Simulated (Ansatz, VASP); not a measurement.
# TiC in two plane-wave programs, part 2 of 2

One calculation is typed for both programs; each brings its own data sets. How far apart do they land? The cell is taken from a series of runs on this material, whose earlier steps may have relaxed, scaled, displaced or heated it; both programs get it as it stands.

VASP 6.6.1 and Ansatz 0.2.0.

So far: The starting structure; VASP: zone-centre phonons, PBEsol.

## 3. Ansatz: zone-centre phonons, PBEsol

Level of this step: Ansatz beside VASP: Kohn-Sham DFT, plane waves, PBEsol (Ansatz).

Ansatz runs on its PAW soft_1 files.

The same cell, functional, mesh and smearing now go to Ansatz, which takes its cutoff from its data sets.

input.yaml

```yaml
crystal:
  lattice:
    - [-0.0423838864, 2.1244339051, 2.1564532822]
    - [2.1244339051, -0.0423838864, 2.1564532822]
    - [2.0820500187, 2.0820500187, 0.0]
  atoms:
    - { symbol: C, position: [0.5, 0.5, 0.5] }
    - { symbol: Ti, position: [0.0, 0.0, 0.0] }
kpoints:
  mp_grid: { grid: [16, 16, 16] }
hamiltonian:
  xc: pbesol
  pseudopotentials: { kind: paw, azcp: { folder: soft_1 }, xc_functional: pbe }
scf:
  occupations: { method: methfessel_paxton, width: 0.2 }
output:
  eigenvalues: true
phonons:
  method: dfpt
```

Run with:

```
$ ansatz run input.yaml --threads 4 --pin off --max-ram 10240MiB --backend cpu --events-out ev --progress --plain --runs-dir out
```

Numbers of over 12 decimals in the logs are rounded to 6 here.

The program printed:

```text
zone centre: on kpoints.mp_grid the ground state, and the responses unless they are solved on pairs of k-points, stand on 1098 of the mesh's 4096 k-points, reduced under 4 symmetry operations, with k and −k counted as one. Each operation leaves every solved displacement unchanged or reverses it
Engine: ansatz 0.2.0, x86_64-unknown-linux-gnu
Pseudopotentials: kind: paw
Pseudopotential: C, paw, valence charge 4, recommended cutoff 420 eV (normal), soft_1/C.paw.azcp
Pseudopotential: Ti, paw, valence charge 12, recommended cutoff 420 eV (normal), soft_1/Ti.paw.azcp
Functional definition: PBEsol
  exchange = pbesol_x
  correlation = pbesol_c
Crystal: 2 atoms, lattice volume = 19.457 Å³
Basis set: ecut = 420 eV, 363 PW (Γ), exchange–correlation on 48×48×48 points (8 copies of the dense FFT grid, shifted against one another)
Bands: 12, of which v1, the nominal top of the filled ones, is band 8 counted from 1 (7 counted from 0)
Symmetry: 8 space group operations
k-points: 1098 of 4096 (irreducible under 4 space group operations)
Non-local potential: C, projectors of the file, l = 0: 2, l = 1: 2, l = 2: 1
Non-local potential: Ti, projectors of the file, l = 0: 3, l = 1: 2, l = 2: 3, l = 3: 1
PAW form: soft (Blöchl's): semilocal exchange-correlation on the pseudo side does not see the compensation charge
PAW frozen core: C, regenerated for the run's functional, and the local potential with it (the file was generated under x = pbe(κ = 0.804, μ = 0.219515), c = pbe(β = 0.066725))
PAW frozen core: Ti, regenerated for the run's functional, and the local potential with it (the file was generated under x = pbe(κ = 0.804, μ = 0.219515), c = pbe(β = 0.066725))
PAW one-centre angular grid: C, 110 points (default); XC on 64 Gauss nodes
PAW one-centre angular grid: Ti, 590 points (default); XC on 64 Gauss nodes
Initial density: superposition of atomic densities (chi_scale 0.1, normalization cell, long waves kept (reshape's long-wave potential 0.00 eV rms))
Initial wavefunctions: pseudopotential atomic-orbital guess
Functional: x = pbesol(κ = 0.804, μ = 0.123457), c = pbesol(β = 0.046)
SCF iter   1: F=—  HF=-2723.395565 eV  |F-HF|=—  |Δ(HF+E_count)|=         —  Δρ=1.40e-1  dr2=4.88e0  ethr=3.10e-3  ⟨swp⟩=4.2  Hψ=62951  notcnv=0
preconditioner: auto → none  [metal: Δε(μ)=0.014 eV  Ē_g=20.472 eV  σ=0.200 eV  W_gap=0.06  n_scr=8 (ndim 8)  ℏωp=31.5 eV  f_vac=0.000  D(μ)=0.16/eV (n_scr^D=0)  sad-step TF]
SCF iter   2: F=—  HF=-2722.902310 eV  |F-HF|=—  |Δ(HF+E_count)|=   4.93e-1  S|Δr|=    0.00e0  Δρ=9.85e-2  dr2=2.47e0  ethr=3.10e-3  ⟨swp⟩=2.0  Hψ=26252  notcnv=0  defer=1
SCF iter   3: F=—  HF=-2722.401995 eV  |F-HF|=—  |Δ(HF+E_count)|=   5.00e-1  S|Δr|=    0.00e0  Δρ=8.26e-3  dr2=7.30e-3  ethr=3.10e-3  ⟨swp⟩=2.8  Hψ=26522  notcnv=0  defer=1
SCF iter   4: F=—  HF=-2722.399090 eV  |F-HF|=—  |Δ(HF+E_count)|=   2.91e-3  S|Δr|=    0.00e0  Δρ=1.40e-3  dr2=1.57e-4  ethr=4.57e-5  ⟨swp⟩=2.0  Hψ=31390  notcnv=0  defer=1
SCF iter   5: F=—  HF=-2722.399255 eV  |F-HF|=—  |Δ(HF+E_count)|=   1.65e-4  S|Δr|=    0.00e0  Δρ=3.68e-4  dr2=1.80e-5  ethr=9.81e-7  ⟨swp⟩=2.0  Hψ=17577  notcnv=0  defer=1
SCF iter   6: F=—  HF=-2722.399255 eV  |F-HF|=—  |Δ(HF+E_count)|=   3.20e-7  S|Δr|=    0.00e0  Δρ=3.03e-5  dr2=1.49e-7  ethr=1.12e-7  ⟨swp⟩=2.1  Hψ=20867  notcnv=0  defer=1
SCF iter   7: F=—  HF=-2722.399255 eV  |F-HF|=—  |Δ(HF+E_count)|=   1.28e-7  S|Δr|=    0.00e0  Δρ=2.27e-6  dr2=6.36e-10  ethr=9.30e-10  ⟨swp⟩=2.9  Hψ=21747  notcnv=0
SCF iter   8: F=—  HF=-2722.399255 eV  |F-HF|=—  |Δ(HF+E_count)|=  1.91e-10  S|Δr|=    0.00e0  Δρ=9.54e-7  dr2=1.78e-10  ethr=3.97e-12  ⟨swp⟩=2.1  Hψ=17905  notcnv=0
SCF iter   9: F=-2722.399255 eV  HF=-2722.399255 eV  |F-HF|=2.73e-12  |Δ(HF+E_count)|=  5.91e-11  S|Δr|=    0.00e0  Δρ=9.95e-8  dr2=2.28e-12  ethr=1.00e-12  ⟨swp⟩=3.5  Hψ=56526  notcnv=0
the search or the solves at the SCF's close seem to have found levels that the self-consistency loop had missed (the run counts 2). By its estimate they hold under 1e-12 electrons; where the run keeps them, the occupations were computed again with them
SCF 1 converged in 9 iterations: F = -2722.399255 eV  dr2 = 2.28e-12
  greatest PAW one-centre occupation: 0.998 electrons in one spin orbital (limit 2), on the Ti atom at site 1 (counted from 0), in its partial waves of l = 0
DFPT response loops at Γ: preconditioner auto → Kerker (q_TF=auto, 2.641 Å⁻¹) (partly filled bands, converged f_vac=0.000); β = 1.00, the filter's whole step (`scf.mixing.beta` (0.50) is not read by the response loops under this deck's `scf.mixing.preconditioner`; to damp them name `kerker` or `kerker_dos`, under which they read `scf.mixing.beta`, and type it under 1.00, their step now; both keys bind the ground state too); Broyden in place of MSR1
SCF converged after 9 iterations
Stability not checked: this state was not tested for a lower state beside it, because cold or Methfessel-Paxton smearing, or corrected tetrahedra, fill the levels in a way that the test cannot read (fill_not_monotonic; see scf.lower_state_search)
Free energy (F): -2722.399255 eV
Harris-Foulkes:  -2722.399255 eV  (|F-HF|=2.73e-12)
Internal energy: -2722.399189 eV  (E = F + TS)
E sigma→0 (E₀):  -2722.399238 eV
Entropy (-TS):   -0.000066 eV (-0.033 meV/atom)
Fermi energy:    15.267580 eV
--- Per-component energies (eV) ---
  E_band       = -100.119951
  E_kinetic    = 368.249654
  E_local      = -803.779213  (includes V_loc(G=0)·N_el)
  E_nonlocal   = 84.717764
  E_hartree    = 318.075473
  E_xc         = -164.062454
  E_vxc        = -205.625834  (∫ρ·V_xc dr)
  E_paw        = -1112.372193  (= ΣΔE_a)
  E_vpaw       = -179.833252  (= ΣTr[D̂ρ^β])
  E_aug_tail   = -0.000065  (compensation charges beyond the density's cutoff)
  E_ewald      = -1413.388640
  E_core_change = 0.160485  (= ΣΔE_core)
  E_smearing   = -0.000066  (= −TS)
  E_closure    = 0.000000  (closes the sum)
  Σ components = -2722.399255   (vs F -2722.399255, Δ=0.00e0)
--- Band table (eV; the first three rows and the last of 1098) ---
  k-point 0: bands = [... 4 lower, 2.6958, 15.7851, 15.8435, 16.1984, 16.8841, 16.9733, 17.0441, 17.1699]
  k-point 1: bands = [... 4 lower, 2.7923, 15.5899, 15.6148, 15.8151, 16.2270, 16.3134, 17.3647, 18.1262]
  k-point 2: bands = [... 4 lower, 3.0752, 14.7284, 14.8291, 14.9916, 16.2660, 16.3935, 17.6765, 19.2363]
  k-point 1097: bands = [... 4 lower, 4.9969, 11.6770, 13.4749, 15.0875, 15.6395, 18.1851, 19.0166, 19.0170]
--- Phonons (Γ-DFPT): 4 representative perturbations + reference, on 1098 of 4096 k-points (Σ response iterations 12) ---
  k mesh reduced under 4 symmetry operations, with k and −k counted as one. Each operation leaves every solved displacement unchanged or reverses it
  ASR residual: 4.976e-5 → 0.000e0 eV/Å²; symmetrization residual: 3.788e-7 eV/Å²
  ASR residual per site (eV/Å²): 1.07e-5 4.98e-5
  Γ frequencies (cm⁻¹): 0.00 0.00 0.00 534.10 546.13 596.78
  non-analytic LO–TO correction: not included (Born effective charges unavailable; polar crystals: no LO–TO splitting at Γ)
```

## 4. Differences

Known differences besides the potentials themselves: the cutoff is 420 eV in Ansatz and 600 eV in VASP; Ansatz makes its cores anew for this functional, VASP keeps those of its PBE data sets. Total energies have different zeros and are not compared.

Both answers:

| quantity | Ansatz | VASP | difference |
| --- | --- | --- | --- |
| optical mode 1 (cm⁻¹) | 534.1 | 534.5 | -0.08 % |
| optical mode 2 (cm⁻¹) | 546.1 | 547.3 | -0.21 % |
| optical mode 3 (cm⁻¹) | 596.8 | 597.6 | -0.14 % |

Modes are paired by rising frequency, not by their patterns, so a pair may set unlike modes beside each other; they are those without the splitting of longitudinal modes.

## 5. Outcome

| Quantity | Value |
| --- | --- |
| r.m.s. difference of the optical zone-centre modes, each program's sorted by frequency (zone-centre phonons, PBEsol) | 0.85 cm⁻¹ |

In words: The r.m.s. difference of the optical zone-centre modes, each program's sorted by frequency is 0.85 cm⁻¹ (zone-centre phonons, PBEsol). How closely two codes agree says nothing of how well the functional describes the real material.

[Lines on the potential files, build, host, timing and source positions are cut from VASP's logs without a mark.]

[Logs are printed without paths, hosts, clocks, repeated set-up lines and the standing remarks that a program may print on its own settings, such as how far it seeks lower states.]

[Hosts, paths, dates, database ids (printed as entryN), source tags and the programs' standing remarks are cut or masked in the printed files.]
